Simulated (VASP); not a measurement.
All values below come from PBE GGA, VASP's PBE PAW potentials (set 64) (plane waves; VASP).

A VASP calculation is set up with these files.

### INCAR
```
# general
SYSTEM   =  Hf
PREC     =  Accurate
ENCUT    =  400
LREAL    =  F
LASPH    =  T

# electronic loop
EDIFF    =  1E-6
NELM     =  100
ALGO     =  Normal
LMAXMIX  =  6

# smearing
ISMEAR   =  1
SIGMA    =  0.1

# functional
GGA      =  PE

# ions
ISIF     =  2

# output
LWAVE    =  F
LCHARG   =  F
```

KPOINTS:
```
Automatic
0
Gamma
12 12 7
```

POSCAR:
```
Hf
1
    1.5950000000    -2.7626210000     0.0000000000
    1.5950000000     2.7626210000     0.0000000000
    0.0000000000     0.0000000000     5.0500000000
Hf
2
Direct
  0.3333330000   0.6666670000   0.2500000000
  0.6666670000   0.3333330000   0.7500000000
```

POTCAR, in this order: Hf_pv (PBE.64 set). Program: vasp_std.

Unless said otherwise, spin-orbit coupling is left out, though it shifts the bands of the heavy elements here.

Question: Estimate the energy per atom (σ→0), band gap (on the k-mesh).

Answer: 
| Quantity | Value |
|---|---|
| energy per atom (σ→0) | -9.923 eV/atom |
| band gap (on the k-mesh) | none (metal, semimetal or under 0.01 eV) |

File OSZICAR:
```
...
DAV:   6    -0.200384724849E+02    0.51961E+00   -0.49841E-01  2284   0.546E+00    0.388E+01
DAV:   7    -0.198563381341E+02    0.18213E+00   -0.83605E-01  2310   0.677E+00    0.199E+00
DAV:   8    -0.198467268379E+02    0.96113E-02   -0.55037E-02  2410   0.180E+00    0.213E-01
DAV:   9    -0.198468276515E+02   -0.10081E-03   -0.11371E-03  2950   0.270E-01    0.204E-01
DAV:  10    -0.198468177068E+02    0.99447E-05   -0.75114E-05  2468   0.697E-02    0.340E-01
DAV:  11    -0.198468177616E+02   -0.54847E-07   -0.12235E-05  2704   0.280E-02    0.162E-02
DAV:  12    -0.198468181925E+02   -0.43094E-06   -0.77545E-07  1724   0.740E-03
   1 F= -.19846818E+02 E0= -.19846778E+02  d E =-.121341E-03
```

The compound is Hf in the hcp structure. The cell was not relaxed at this level.
